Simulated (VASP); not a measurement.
Bulk modulus against bond length in rock-salt oxides and chalcogenides of divalent metals

LDA in VASP (plane waves, PAW). Static lattice, from a third-order Birch-Murnaghan fit over five volumes at each level. The bond length is the nearest-neighbour distance.

Here d stands for bond length and y for ln of B0 in GPa.

| solid | bond length (Å) | ln of B0 in GPa | cut-off (eV) |
|---|---|---|---|
| MgO | 2.074 | 5.186 | 520 |
| CaO | 2.361 | 4.854 | 520 |
| BaO | 2.741 | 4.436 | 520 |
| CaSe | 2.901 | ? | 520 |
| PbS | 2.924 | 4.134 | 520 |
| BaS | 3.152 | 3.917 | 520 |
| SrTe | 3.268 | 3.668 | 520 |

Fit y of the 6 rows that show it with a straight line in ln d. With u = ln d - 1.00, the rows have u = -0.27052, -0.14091, 0.00832, 0.07295, 0.14804, 0.18418. Means: u 0.00034333, y 4.3658. About the means, the sum of products is -0.50196 and the sum of squares of u is 0.15427; the slope is their ratio. Least squares gives y = 4.3670 - 3.2539·u. Residuals (row less fit): -0.0612, 0.0285, 0.0961, 0.0044, 0.0317, -0.0997; standard error 0.0787 (degrees of freedom: 4). The slope is -3.25 with a standard error of 0.20. So B0 goes as d to the power -3.3 over these rows; such a law is empirical and holds within one kind of bonding.

Predict the withheld y at d = 2.901 from the fit, and compare with the calculation.

u = 0.06506, so y = 4.3670 - 3.2539 × 0.06506 = 4.1553. The calculation gives 4.045, 0.1103 below the prediction (7.3 % of the range of y in the table). The row lies between fitted rows. From the scatter of the fitted rows alone, a prediction at this place has a standard error of 0.0860, so the miss is 1.3 times that.

The run's B0 for CaSe is 57 GPa. The rows are a random draw from the solids of this series computed here; series whose standard error about the line passes 12 to 30 % of the range of y, or with no trend, aren't shown in this form.
